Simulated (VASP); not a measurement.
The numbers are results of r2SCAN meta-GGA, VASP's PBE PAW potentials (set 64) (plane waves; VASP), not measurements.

The input files of a VASP run:

**KPOINTS**
```
Automatic mesh
0
Gamma
16 16 16
0 0 0
```

File KPOINTS_OPT:
```
k-points along high-symmetry lines
10
Line-mode
Reciprocal
  0.000000   0.000000   0.000000 ! GAMMA
  0.000000   0.500000   0.000000 ! X

  0.000000   0.500000   0.000000 ! X
  0.500000   0.500000   0.000000 ! M

  0.500000   0.500000   0.000000 ! M
  0.000000   0.000000   0.000000 ! GAMMA

  0.000000   0.000000   0.000000 ! GAMMA
  0.500000   0.500000   0.500000 ! R

  0.500000   0.500000   0.500000 ! R
  0.000000   0.500000   0.000000 ! X

  0.500000   0.500000   0.500000 ! R
  0.500000   0.500000   0.000000 ! M
```

INCAR:
```
ALGO = Normal
EDIFF = 1E-7
ENCUT = 520
ISIF = 2
ISMEAR = -5
LASPH = .True.
LCHARG = .False.
LMAXMIX = 4
LMIXTAU = .True.
LORBIT = 11
LREAL = .False.
LWAVE = .False.
METAGGA = R2SCAN
NEDOS = 601
NELM = 100
PREC = Accurate
SYSTEM = NiC
```

**POSCAR**
```
NiC
1
    2.5115272431     0.0000000000     0.0000000000
    0.0000000000     2.5115272431     0.0000000000
    0.0000000000     0.0000000000     2.5115272431
Ni C
1 1
Direct
  0.0000000000   0.0000000000   0.0000000000
  0.5000000000   0.5000000000   0.5000000000
```

POTCAR, in this order: Ni C (PBE.64 set). Program: vasp_std.

Output of the run:

File OUTCAR:
```
 ion  position               nearest neighbor table
   1  0.000  0.000  0.000-   2 2.18   2 2.18   2 2.18   2 2.18   2 2.18   2 2.18   2 2.18   2 2.18
  LATTYP: Found a simple cubic cell.
 ALAT       =     2.5115272431
 Subroutine PRICEL returns:
 Original cell was already a primitive cell.
 Subroutine GETGRP returns: Found 48 space group operations
The static configuration has the point symmetry O_h .
The dynamic configuration has the point symmetry O_h .
 Subroutine INISYM returns: Found 48 space group operations
 Subroutine IBZKPT returns following result:
 Found    165 irreducible k-points:

 Following reciprocal coordinates:
            Coordinates               Weight
  0.000000  0.000000  0.000000      1.000000
  0.062500  0.000000  0.000000      6.000000
  0.125000  0.000000  0.000000      6.000000
  0.187500  0.000000  0.000000      6.000000
  0.250000  0.000000  0.000000      6.000000
  0.312500  0.000000  0.000000      6.000000
  0.375000  0.000000  0.000000      6.000000
  0.437500  0.000000  0.000000      6.000000
  0.500000  0.000000  0.000000      3.000000
  0.062500  0.062500  0.000000     12.000000
...
```

OSZICAR:
```
       N       E                     dE             d eps       ncg     rms          rms(c)
DAV:   1     0.452953441080E+02    0.45295E+02   -0.72061E+03  3766   0.168E+03
DAV:   2    -0.206257725973E+02   -0.65921E+02   -0.61091E+02  3710   0.255E+02
DAV:   3    -0.238109669165E+02   -0.31852E+01   -0.29950E+01  4034   0.619E+01
DAV:   4    -0.238684645299E+02   -0.57498E-01   -0.57223E-01  4175   0.805E+00
DAV:   5    -0.238695191901E+02   -0.10547E-02   -0.10552E-02  4231   0.117E+00    0.195E+01
DAV:   6    -0.279595942862E+02   -0.40901E+01   -0.12598E+02  3998   0.205E+02    0.320E+01
DAV:   7    -0.191557708263E+02    0.88038E+01   -0.25664E+01  4182   0.119E+02    0.572E+00
DAV:   8    -0.189340638805E+02    0.22171E+00   -0.28128E+00  4839   0.286E+01    0.253E+00
DAV:   9    -0.189011830801E+02    0.32881E-01   -0.17930E-01  3846   0.526E+00    0.604E-01
DAV:  10    -0.189285503741E+02   -0.27367E-01   -0.59726E-02  4177   0.430E+00    0.269E-01
DAV:  11    -0.189282767447E+02    0.27363E-03   -0.50165E-03  4513   0.123E+00    0.936E-02
DAV:  12    -0.189288109979E+02   -0.53425E-03   -0.11644E-03  4305   0.376E-01    0.794E-02
DAV:  13    -0.189288017714E+02    0.92265E-05   -0.56240E-04  4061   0.406E-01    0.279E-02
DAV:  14    -0.189288105925E+02   -0.88211E-05   -0.28674E-05  4092   0.841E-02    0.159E-02
DAV:  15    -0.189288109213E+02   -0.32878E-06   -0.24348E-05  4394   0.931E-02    0.101E-02
DAV:  16    -0.189288108786E+02    0.42679E-07   -0.24302E-06  4075   0.296E-02    0.484E-03
DAV:  17    -0.189288106415E+02    0.23706E-06   -0.96006E-07  4051   0.156E-02    0.393E-04
DAV:  18    -0.189288106724E+02   -0.30831E-07   -0.46884E-08  2100   0.311E-03
   1 F= -.18928811E+02 E0= -.18928811E+02  d E =0.000000E+00
       N       E                     dE             ncg
```

### OUTCAR
```
------------------------ aborting loop because EDIFF is reached ----------------------------------------
  FORCE on cell =-STRESS in cart. coord.  units (eV):
  Direction    XX          YY          ZZ          XY          YZ          ZX
  --------------------------------------------------------------------------------------
  Total        0.0841119      0.0841119      0.0841119      0.0000000     -0.0000000     -0.0000000
  in kB        8.5065681      8.5065681      8.5065681      0.0000000     -0.0000000     -0.0000000
  external PRESSURE =       8.5065681 kB  Pullay stress =       0.0000000 kB
  volume of cell :       15.84
      direct lattice vectors                 reciprocal lattice vectors
     2.511527243  0.000000000  0.000000000     0.398164106  0.000000000  0.000000000
     0.000000000  2.511527243  0.000000000     0.000000000  0.398164106  0.000000000
     0.000000000  0.000000000  2.511527243     0.000000000  0.000000000  0.398164106
 POSITION                                       TOTAL-FORCE (eV/Angst)
 -----------------------------------------------------------------------------------
      0.00000      0.00000      0.00000         0.000000      0.000000      0.000000
      1.25576      1.25576      1.25576         0.000000      0.000000      0.000000
 -----------------------------------------------------------------------------------
    total drift:                               -0.000000      0.000000     -0.000000
  FREE ENERGIE OF THE ION-ELECTRON SYSTEM (eV)
  ---------------------------------------------------
  free  energy   TOTEN  =       -18.9288106724 eV

  energy  without entropy=      -18.9288106724  energy(sigma->0) =      -18.92881067

 total charge

# of ion       s       p       d       tot
------------------------------------------
    1        0.449   0.632   8.461   9.542
    2        0.945   1.267   0.000   2.212
--------------------------------------------------
tot          1.394   1.899   8.461  11.754
```
(Selected blocks of OUTCAR.)

For a metal the tetrahedron method with Blöchl corrections gives inexact stress and forces.

The structure was generated: NiC was put into the CsCl type type (Pm-3m), which need not be its known phase. It was relaxed first, which changed the volume by -10 %. The run is not spin-polarised, so no magnetic state was tried.
